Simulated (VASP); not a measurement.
Consider the following.

```
Li2O
1.0
    0.00000     2.27673     2.27673
    2.27673     0.00000     2.27673
    2.27673     2.27673     0.00000
Li O
2 1
Direct
  0.25000   0.25000   0.25000
  0.75000   0.75000   0.75000
  0.00000   0.00000   0.00000
```

These are TPSS meta-GGA, VASP's PBE PAW potentials (set 64) (plane waves; VASP) values and carry that method's errors. Run with 520 eV cut-off, 8×8×8 Γ-centred mesh, Gaussian smearing of 0.050 eV, potentials Li_sv O.

### Question
Give the stress tensor in GPa (positive for a compressed cell).

### Answer

```
2.77  0.00  0.00
0.00  2.77  0.00
0.00  0.00  2.77
```
The pressure is its mean diagonal, 2.77 GPa.

The compound is Li2O in the antifluorite structure. This cell is one point of a volume scan, at 0.97 of the reference volume.
